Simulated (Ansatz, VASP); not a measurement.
**Mg2Co: VASP beside Ansatz**

Wanted: the spread between two codes on one cell, functional and k mesh. The cell is invented: other elements were put on sites of a known structure type. It may not be a known or stable phase. The cell is taken from a series of VASP runs on this material, whose earlier steps may have relaxed, scaled or displaced it; both programs get it as it stands.

Main program and level: Ansatz 0.2.0; plane waves, with VASP 6.6.1 beside it; relaxation of cell and atoms at LDA.

## Step 1: Starting point

Symmetry: P-4m2, No. 115, tetragonal system. The conventional cell has a = 2.725 Å, b = 2.725 Å, c = 6.552 Å, α = 90.00°, β = 90.00°, γ = 90.00°. Nearest to Mg lie 2 Co at 2.45 Å and 4 Mg at 2.73 Å. Co has 4 Mg at 2.45 Å and 4 Co at 2.73 Å nearest. Farther neighbours are not listed.

## Step 2: VASP: relaxation of cell and atoms, LDA

The relaxed volume is the usual yardstick between codes: its relative difference is about their pressure difference at one cell divided by the bulk modulus.

Lines of VASP's logs that name or quote its potential files are left out, and so is its time.

Input file INCAR:

```
SYSTEM = Mg2Co
PREC = Accurate
ENCUT = 400
EDIFF = 1E-06
NELM = 100
ISMEAR = -1
SIGMA = 0.05
LREAL = .FALSE.
ALGO = Normal
GGA = CA
ISPIN = 2
MAGMOM = 0 0 2
LMAXMIX = 4
LORBIT = 11
LWAVE = .FALSE.
LCHARG = .FALSE.
IBRION = 2
NSW = 60
ISIF = 3
EDIFFG = -0.01
```

Input file POSCAR:

```
Mg2Co
1.0
    2.7252281105      0.0000000000      0.0000000000
    0.0000000000      2.7252281105      0.0000000000
    0.0000000000      0.0000000000      6.5519004755
Mg Co
2 1
Direct
    0.5000000000      0.0000000000      0.8115687119
    0.0000000000      0.5000000000      0.1884312881
    0.0000000000      0.0000000000      0.5000000000
```

Input file KPOINTS:

```
Automatic mesh
0
Gamma
8 8 4
0 0 0
```

PAW data sets: Mg and Co (LDA family, release 64).

Started as:

```bash
$ mpirun -np 1 vasp_std
```

Numbers of over 12 decimals in the logs are rounded to 6 here.

Log:

```text
[banner, memory and clock lines left out]
running    1 mpi-ranks, on    1 nodes
 distrk:  each k-point on    1 cores,    1 groups
 distr:  one band on    1 cores,    1 groups

 POSCAR found type information on POSCAR MgCo
 POSCAR found :  2 types and       3 ions
 LDA part: xc-table for (Slater(with rela. corr.)+CA(PZ))
 , standard interpolation
 POSCAR, INCAR and KPOINTS ok, starting setup
 FFT: planning ... GRIDC
 FFT: planning ... GRID_SOFT
 FFT: planning ... GRID
 WAVECAR not read
 entering main loop
       N       E                     dE             d eps       ncg     rms          rms(c)
DAV:   1     0.355977864371E+02    0.35598E+02   -0.43838E+03  1980   0.849E+02
DAV:   2    -0.990383574199E+01   -0.45502E+02   -0.41629E+02  1992   0.166E+02
DAV:   3    -0.110983356596E+02   -0.11945E+01   -0.11694E+01  2380   0.345E+01
DAV:   4    -0.111151497189E+02   -0.16814E-01   -0.16794E-01  2312   0.362E+00
DAV:   5    -0.111156019386E+02   -0.45222E-03   -0.45219E-03  2310   0.634E-01    0.939E+00
DAV:   6    -0.159910179189E+02   -0.48754E+01   -0.50451E+01  2283   0.106E+02    0.234E+01
DAV:   7    -0.102893828456E+02    0.57016E+01   -0.18984E+01  2351   0.637E+01    0.332E+00
DAV:   8    -0.102029074607E+02    0.86475E-01   -0.14680E+00  2733   0.131E+01    0.202E+00
DAV:   9    -0.101788755915E+02    0.24032E-01   -0.11910E-01  2337   0.449E+00    0.644E-01
DAV:  10    -0.101758829004E+02    0.29927E-02   -0.69435E-03  2848   0.105E+00    0.301E-01
DAV:  11    -0.101746303038E+02    0.12526E-02   -0.10427E-03  2843   0.435E-01    0.224E-01
DAV:  12    -0.101744976229E+02    0.13268E-03   -0.85421E-04  2591   0.341E-01    0.120E-01
DAV:  13    -0.101743211510E+02    0.17647E-03   -0.27136E-04  2606   0.255E-01    0.624E-02
DAV:  14    -0.101743061143E+02    0.15037E-04   -0.47334E-05  2288   0.101E-01    0.359E-02
DAV:  15    -0.101743037147E+02    0.23996E-05   -0.10770E-05  2417   0.392E-02    0.143E-02
DAV:  16    -0.101743027941E+02    0.92057E-06   -0.12169E-06  1115   0.189E-02
   1 F= -.10174303E+02 E0= -.10159285E+02  d E =-.101743E+02  mag=     1.1266
[... from here on, the cycles between the ionic steps are left out ...]
   2 F= -.10210540E+02 E0= -.10196491E+02  d E =-.362371E-01  mag=     1.2543
   3 F= -.10210794E+02 E0= -.10196792E+02  d E =-.364916E-01  mag=     1.2586
   9 F= -.10216325E+02 E0= -.10202820E+02  d E =-.467024E-03  mag=     1.2555
  10 F= -.10216322E+02 E0= -.10202816E+02  d E =-.464042E-03  mag=     1.2557
  11 F= -.10216321E+02 E0= -.10202812E+02  d E =-.462401E-03  mag=     1.2558
  12 F= -.10216184E+02 E0= -.10202661E+02  d E =-.325820E-03  mag=     1.2572
  13 F= -.10216319E+02 E0= -.10202816E+02  d E =-.460902E-03  mag=     1.2558
  14 F= -.10216337E+02 E0= -.10202861E+02  d E =-.180365E-04  mag=     1.2555
  15 F= -.10216336E+02 E0= -.10202843E+02  d E =-.167520E-04  mag=     1.2556
  16 F= -.10216338E+02 E0= -.10202856E+02  d E =-.192708E-04  mag=     1.2556
  17 F= -.10216338E+02 E0= -.10202864E+02  d E =-.187849E-04  mag=     1.2555
  18 F= -.10216337E+02 E0= -.10202863E+02  d E =-.182971E-04  mag=     1.2555
  19 F= -.10216354E+02 E0= -.10202877E+02  d E =-.169401E-04  mag=     1.2558
 ZBRENT: can't locate minimum, use default step
 trial-energy change:   -0.000017  1 .order   -0.000017   -0.000019   -0.000015
 step:   4.1240(harm=  4.9751)  dis= 0.00255  next Energy=   -10.216382 (dE=-0.450E-04)
 bond charge predicted
       N       E                     dE             d eps       ncg     rms          rms(c)
DAV:   1    -0.102164092310E+02   -0.55145E-04   -0.17569E-03  2070   0.439E-01    0.591E-02
DAV:   2    -0.102164781502E+02   -0.68919E-04   -0.10650E-03  2385   0.464E-01    0.115E-01
DAV:   3    -0.102163595078E+02    0.11864E-03   -0.63940E-04  2459   0.356E-01    0.186E-02
DAV:   4    -0.102163607898E+02   -0.12820E-05   -0.20448E-05  2448   0.406E-02    0.139E-02
DAV:   5    -0.102163583374E+02    0.24524E-05   -0.37610E-06  1352   0.289E-02    0.565E-03
DAV:   6    -0.102163578660E+02    0.47141E-06   -0.68460E-07   993   0.974E-03
  20 F= -.10216358E+02 E0= -.10202894E+02  d E =-.204964E-04  mag=     1.2571
 curvature:  -2.45 expect dE=-0.435E-04 dE for cont linesearch -0.890E-05
 trial: gam= 0.00000 g(F)=  0.383E-05 g(S)=  0.139E-04 ort =-0.824E-05 (trialstep = 0.165E+01)
 search vector abs. value=  0.178E-04
 reached required accuracy - stopping structural energy minimisation
```

OUTCAR, selected parts (step 2):

```text
ion  position               nearest neighbor table
   1  0.500  0.000  0.812-   3 2.45   3 2.45   2 3.13   2 3.13   2 3.13   2 3.13
   2  0.000  0.500  0.188-   3 2.45   3 2.45   1 3.13   1 3.13   1 3.13   1 3.13
   3  0.000  0.000  0.500-   1 2.45   2 2.45   2 2.45   1 2.45

  LATTYP: Found a simple tetragonal cell.
 ALAT       =     2.7252281105
 C/A-ratio  =     2.4041658936

 Subroutine GETGRP returns: Found  8 space group operations
 (whereof  8 operations were pure point group operations)

The static configuration has the point symmetry D_2d.

 Found     45 irreducible k-points:

   k-points           NKPTS =     45   k-points in BZ     NKDIM =     45   number of bands    NBANDS=     11

   dimension x,y,z NGX =    18 NGY =   18 NGZ =   48
   dimension x,y,z NGXF=    36 NGYF=   36 NGZF=   96

   ENCUT  =  400.0 eV  29.40 Ry    5.42 a.u.   4.44  4.44 10.68*2*pi/ulx,y,z

   NELECT =      13.0000    total number of electrons

 k-points in reciprocal lattice and weights: Automatic mesh
   0.00000000  0.00000000  0.00000000       0.004
   0.12500000  0.00000000  0.00000000       0.016
   0.25000000  0.00000000  0.00000000       0.016
   0.37500000  0.00000000  0.00000000       0.016
   0.50000000  0.00000000  0.00000000       0.008
   0.12500000  0.12500000  0.00000000       0.016
   0.25000000  0.12500000  0.00000000       0.031
   0.37500000  0.12500000  0.00000000       0.031
   0.50000000  0.12500000  0.00000000       0.016
[...]
0.50000000  0.37500000  0.50000000       0.016
   0.50000000  0.50000000  0.50000000       0.004

 average (electrostatic) potential at core
       1 -36.8152       2 -36.8152       3 -83.2657

 E-fermi :   4.5319

 spin component 1
 k-point     1 :       0.0000    0.0000    0.0000
  band No.  band energies     occupation
    ...
      4       1.8843      1.00000
      5       2.4960      1.00000
      6       3.3944      1.00000
      7       3.3944      1.00000
      8       3.5328      1.00000
      9       9.0881      0.00000
     10      10.8398      0.00000
     11      14.3657      0.00000

 k-point     2 :       0.1250    0.0000    0.0000
  band No.  band energies     occupation
    ...
      4       1.9849      1.00000
      5       2.5661      1.00000
      6       3.3154      1.00000
      7       3.4105      1.00000
      8       3.4428      1.00000
      9       9.3851      0.00000
     10      11.0291      0.00000
     11      11.9831      0.00000

 k-point     3 :       0.2500    0.0000    0.0000
  band No.  band energies     occupation
    ...
      4       2.3047      1.00000
      5       2.7389      1.00000
      6       3.2338      1.00000
      7       3.2723      1.00000
      8       3.4497      1.00000
      9       8.2748      0.00000
     10      10.3929      0.00000
     11      11.2855      0.00000

 k-point     4 :       0.3750    0.0000    0.0000
  band No.  band energies     occupation
    ...
      4       2.7876      1.00000
      5       3.0350      1.00000
      6       3.2803      1.00000
      7       3.4889      1.00000
      8       3.7979      1.00000
      9       5.5406      0.00000
     10       8.3949      0.00000
     11       8.6479      0.00000

 k-point     5 :       0.5000    0.0000    0.0000
  band No.  band energies     occupation
    ...
      3       2.0048      1.00000
      4       2.2008      1.00000
      5       2.9553      1.00000
      6       3.5052      1.00000
      7       3.8774      1.00000
      8       4.8957      0.00069
      9       4.9939      0.00010
     10       6.4879      0.00000
     11       6.8540      0.00000

 k-point     6 :       0.1250    0.1250    0.0000
  band No.  band energies     occupation
    ...
      4       2.0898      1.00000
      5       2.6307      1.00000
      6       3.2484      1.00000
      7       3.3519      1.00000
      8       3.4322      1.00000
      9       9.6951      0.00000
     10      11.1752      0.00000
     11      11.5588      0.00000

  Total        0.0111214      0.0111214      0.0248756      0.0000000      0.0000000      0.0000000
  in kB        0.3593674      0.3593674      0.8038126      0.0000000      0.0000000      0.0000000
  external PRESSURE =       0.5075158 kB  Pullay stress =       0.0000000 kB

  energy-cutoff  :      400.00
  volume of cell :       49.58
      direct lattice vectors                 reciprocal lattice vectors
     2.701689821  0.000000000  0.000000000     0.370138716  0.000000000  0.000000000
     0.000000000  2.701689821 -0.000000000     0.000000000  0.370138716  0.000000000
     0.000000000  0.000000000  6.792954113     0.000000000  0.000000000  0.147211358

 POSITION                                       TOTAL-FORCE (eV/Angst)
 -----------------------------------------------------------------------------------
      1.35084      0.00000      5.53378         0.000000      0.000000     -0.006304
      0.00000      1.35084      1.25917         0.000000      0.000000      0.006304
      2.70169      0.00000      3.39648        -0.000000      0.000000      0.000000
 -----------------------------------------------------------------------------------
    total drift:                                0.000000      0.000000      0.000000

  FREE ENERGIE OF THE ION-ELECTRON SYSTEM (eV)
  ---------------------------------------------------
  free  energy   TOTEN  =       -10.2163578660 eV

  energy  without entropy=      -10.1894295384  energy(sigma->0) =      -10.20289370

 reached required accuracy - stopping structural energy minimisation

 total charge
# of ion       s       p       d       tot
------------------------------------------
    1        0.247   0.176   0.026   0.450
    2        0.247   0.176   0.026   0.450
    3        0.435   0.288   7.327   8.051
--------------------------------------------------
tot          0.930   0.641   7.379   8.951

 magnetization (x)
# of ion       s       p       d       tot
------------------------------------------
    1       -0.003  -0.005  -0.001  -0.009
    2       -0.003  -0.005  -0.001  -0.009
    3        0.001   0.002   1.313   1.315
--------------------------------------------------
tot         -0.005  -0.008   1.310   1.298

[... 6 further parts left out ...]
```

CONTCAR:

```
Mg2Co
   1.00000000000000
     2.7016898207636095    0.0000000000000000    0.0000000000000000
     0.0000000000000000    2.7016898207636095   -0.0000000000000000
     0.0000000000000000    0.0000000000000000    6.7929541133684719
  Mg              Co
     2     1
Direct
     0.5000000000000000    0.0000000000000000    0.8146353671474743
     0.0000000000000000    0.5000000000000000    0.1853646328525257
     1.0000000000000000    0.0000000000000000    0.5000000000000000
```

(Continued in part 2 of 2.)

[Lines on the potential files, build, host, timing and source positions are cut from VASP's logs without a mark.]

[Logs are printed without paths, hosts, clocks, repeated set-up lines and the standing remarks that a program may print on its own settings, such as how far it seeks lower states.]

[Hosts, paths, dates, database ids (printed as entryN), source tags and the programs' standing remarks are cut or masked in the printed files.]
